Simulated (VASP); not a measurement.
A VASP calculation is set up with these files.

**POSCAR**
```
PbSe
1
    3.4449182843     0.0000000000     0.0000000000
    0.0000000000     3.4449182843     0.0000000000
    0.0000000000     0.0000000000     3.4449182843
Pb Se
1 1
Direct
  0.0000000000   0.0000000000   0.0000000000
  0.5000000000   0.5000000000   0.5000000000
```

**KPOINTS**
```
Automatic mesh
0
Gamma
11 11 11
0 0 0
```

**INCAR**
```
ALGO  =  Normal
EDIFF  =  1E-6
EDIFFG  =  -0.02
ENCUT  =  500
GGA  =  PS
IBRION  =  2
ISIF  =  3
ISMEAR  =  1
LASPH  =  T
LCHARG  =  F
LMAXMIX  =  4
LREAL  =  F
LWAVE  =  F
NELM  =  100
NSW  =  40
PREC  =  Accurate
PSTRESS  =  300
SIGMA  =  0.1
SYSTEM  =  PbSe
```

POTCAR, in this order: Pb_d Se (PBE.64 set). Program: vasp_std.

Question: Write an equivalent input for Ansatz.

Answer: One equivalent input (not run):
Ansatz 0.2 input:
```yaml
crystal:
  lattice:
    - [3.4449183, 0.0000000, 0.0000000]
    - [0.0000000, 3.4449183, 0.0000000]
    - [0.0000000, 0.0000000, 3.4449183]
  atoms:
    - { symbol: Pb, position: [0.0000000, 0.0000000, 0.0000000] }
    - { symbol: Se, position: [0.5000000, 0.5000000, 0.5000000] }
kpoints:
  mp_grid: { grid: [11, 11, 11] }
hamiltonian:
  xc: pbesol
  pseudopotentials: { kind: paw }
scf:
  occupations: { method: methfessel_paxton, width: 0.1 }
  max_iter: 100
relax:
  max_steps: 40
  f_tol: 0.02
  cell: { p_target: 30 }
output: { forces: true, stress: true, eigenvalues: true }
```
What does not carry over: each code has its own PAW files, so the cut-off isn't converted (ENCUT is set for VASP's; basis.ecutwfc is left out, and Ansatz then takes the one that its files recommend); Ansatz stops its SCF on the density residual and VASP on the energy change (EDIFF).

The structure was generated: PbSe was put into the CsCl type type (Pm-3m), which need not be its known phase. This run relaxes it under an external pressure of 30 GPa. Symmetry was kept, so distortions that lower it aren't found.
